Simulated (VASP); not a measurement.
Input:

```
Mg2Ge
1.0
    0.00000     3.13418     3.13418
    3.13418     0.00000     3.13418
    3.13418     3.13418     0.00000
Mg Ge
2 1
Cartesian
  1.56709   1.56709   1.56709
  4.70127   4.70127   4.70127
  0.00000   0.00000   0.00000
```

Level of theory: LDA (Ceperley-Alder, Perdew-Zunger), VASP's LDA PAW potentials (set 64) (plane waves; VASP). Run with 400 eV cut-off, 14×14×14 Γ-centred mesh, Gaussian smearing of 0.010 eV, potentials Mg Ge_d.

**Question.** Give the direction-averaged independent-particle dielectric function (no local fields, no excitons; a broadening of 0.1 eV leaves a tail below the gap, and fine structure carries the noise of the k-mesh).

**Answer.** 
```
ħω (eV)      ε₁     ε₂
-------  ------  -----
0.00      17.09   0.00
0.20      17.17   0.09
0.50      17.65   0.24
0.80      18.64   0.45
1.10      20.48   0.97
1.40      22.79   1.70
1.70      27.98   5.34
2.00      29.42  14.39
2.30      29.54  23.10
2.60      24.85  38.28
2.90       3.29  41.19
3.20     -12.29  32.71
3.50     -12.36  20.48
3.80     -13.32  14.42
4.10      -8.82   9.99
4.40      -8.38  10.40
4.70      -8.83   7.06
5.00      -7.42   5.46
5.30      -7.13   5.00
5.60      -6.27   2.94
5.90      -4.80   2.87
6.20      -4.84   2.27
6.50      -4.00   1.81
6.80      -3.89   1.91
7.10      -3.30   1.28
7.40      -2.97   1.10
7.70      -2.50   0.87
8.00      -2.15   0.77
8.30      -2.00   0.76
8.60      -1.83   0.52
8.90      -1.56   0.49
9.20      -1.37   0.39
```
ε₂ peaks at 2.8 eV (height 43.6); ε₁(0) averages 17.09, so the electronic refractive index below the gap tends to √17.09 = 4.13.

The compound is Mg2Ge in the antifluorite structure. It was relaxed first, which changed the volume by -6 %.
